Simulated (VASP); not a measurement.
VASP runs on BAs (space group F-43m) share one base input (PBE0 hybrid, plane waves, VASP's PBE PAW potentials (set 64)) and change the settings named in each case.

### INCAR
```
SYSTEM = BAs
PREC = Accurate
ENCUT = 400
EDIFF = 1E-6
NELM = 100
ALGO = Normal
LREAL = .FALSE.
LASPH = .TRUE.
ISMEAR = 0
SIGMA = 0.05
GGA = PE
AEXX = 0.25
HFRCUT = -1
LHFCALC = .TRUE.
PRECFOCK = Fast
ISYM = 3
LMAXMIX = 4
LWAVE = .FALSE.
LCHARG = .FALSE.
ISIF = 2
```

POSCAR:
```
BAs
1
    0.0000000000     2.3944440000     2.3944440000
    2.3944440000     0.0000000000     2.3944440000
    2.3944440000     2.3944440000     0.0000000000
B As
1 1
Direct
  0.2500000000   0.2500000000   0.2500000000
  0.0000000000   0.0000000000   0.0000000000
```

### KPOINTS
```
Regular mesh
0
Gamma
  10 10 10
```

POTCAR, in this order: B As (PBE.64 set). Program: vasp_std.

```tsv
change	E(σ→0) (eV/atom)	pressure (GPa)
base run	-7.0861	-1.77
AEXX removed, HFRCUT removed, ISYM removed, LHFCALC removed, PRECFOCK removed	-5.7048	[?]
HFRCUT removed, HFSCREEN = 0.2	-6.6447	-1.68
KPOINTS 7×7×7 Γ-centred mesh	-7.0837	-1.76
KPOINTS 8×8×8 Γ-centred mesh	-7.0854	-1.77
KPOINTS 11×11×11 Γ-centred mesh	-7.0862	-1.77
ENCUT = 360	-7.0858	-1.86
ENCUT = 280	-7.0769	-2.77
KPOINTS 6×6×6 Γ-centred mesh	-7.0788	-1.75
EDIFF = 1E-06	-7.0861	-1.77
```

Question: Complete the blanks.

Answer: 
- AEXX removed, HFRCUT removed, ISYM removed, LHFCALC removed, PRECFOCK removed, pressure (GPa): 2.35

Energies of different potentials or functionals have different zeros.

Left out are runs that ran out of time, are held back, or changed the cell or the kind of run, fixed moments of cells without a moment, rows past the twelfth, gaps on odd meshes, pressures of charged cells and columns that move by less than the noise.

The structure comes from a computed database's BAs entry; how it stands against other phases isn't given here. The cell was not relaxed at this level, its lattice was scaled by up to 2.5 %.
